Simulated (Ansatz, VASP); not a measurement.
NbTeN in VASP and in Ansatz

The input INCAR:

```
SYSTEM = NbTeN
PREC = Accurate
ENCUT = 520
EDIFF = 1E-7
ISMEAR = -1
SIGMA = 0.05
LREAL = .False.
LASPH = .True.
NELM = 100
ALGO = Normal
ISIF = 2
LWAVE = .False.
LCHARG = .True.
GGA = PE
LELF = .True.
LVHAR = .True.
NBANDS = 33
```

KPOINTS

```
Automatic mesh
0
Gamma
  8 8 3
  0 0 0
```

POSCAR

```
NbTeN
1.0
    3.5842730000      0.0000000000      0.0000000000
    0.0000000000      3.5842730000      0.0000000000
    0.0000000000      0.0000000000      9.5461040000
Te Nb N
2 2 2
Direct
    0.0000000000      0.5000000000      0.3013730000
    0.5000000000      0.0000000000      0.6986270000
    0.0000000000      0.5000000000      0.8856250000
    0.5000000000      0.0000000000      0.1143750000
    0.0000000000      0.0000000000      0.0000000000
    0.5000000000      0.5000000000      0.0000000000
```

The input input.yaml:

```yaml
crystal:
  lattice:
    - [3.584273, 0.0, 0.0]
    - [0.0, 3.584273, 0.0]
    - [0.0, 0.0, 9.546104]
  atoms:
    - { symbol: Te, position: [0.0, 0.5, 0.301373] }
    - { symbol: Te, position: [0.5, 0.0, 0.698627] }
    - { symbol: Nb, position: [0.0, 0.5, 0.885625] }
    - { symbol: Nb, position: [0.5, 0.0, 0.114375] }
    - { symbol: "N", position: [0.0, 0.0, 0.0] }
    - { symbol: "N", position: [0.5, 0.5, 0.0] }
hamiltonian:
  xc: pbe
  pseudopotentials: { kind: paw }
kpoints:
  mp_grid: { grid: [8, 8, 3] }
scf:
  occupations: { method: fermi_dirac, width: 0.05 }
output:
  forces: true
  stress: true
  eigenvalues: true
  write_density: true
  write_potential: true
  elf: true
  volumetric_format: npy
```

The cell comes from a database or a generator and needn't be the stable form of this composition.

Alike in both runs: task single point; functional PBE; k mesh 8 × 8 × 3; occupations fermi-dirac, width 0.05 eV; no spin polarisation.

|  | VASP | Ansatz |
| --- | --- | --- |
| version | VASP 6.6.1 | Ansatz 0.2.0 |
| potentials or method | VASP PAW PBE potentials, release 64 (Te, Nb_sv, N) | Ansatz PAW |
| plane-wave cutoff (eV) | 520 | 420 |
| valence electrons in the cell | 48 | 68 |

VASP gave:

* gap on the k mesh at the Fermi level (eV): none
* pressure (GPa): -2.1
* largest component of the traceless stress (GPa): 0.27
* rms of the force components (eV/Å): 0.180

Task: Which values does Ansatz return?

Result: gap on the k mesh at the Fermi level (eV): none; pressure (GPa): -2.0; largest component of the traceless stress (GPa): 0.23; rms of the force components (eV/Å): 0.171.

Atom by atom the forces differ by 0.009 eV/Å (rms over components). A gap of «none» marks a metal or a gap that the smearing closes. The two sets of potentials don't hold the same shells in valence.

Caveats: this functional lacks dispersion, which binds the layers, so the pressure and a relaxed spacing across them are unreliable. Spin-orbit coupling is left out, which matters for the levels of Te.
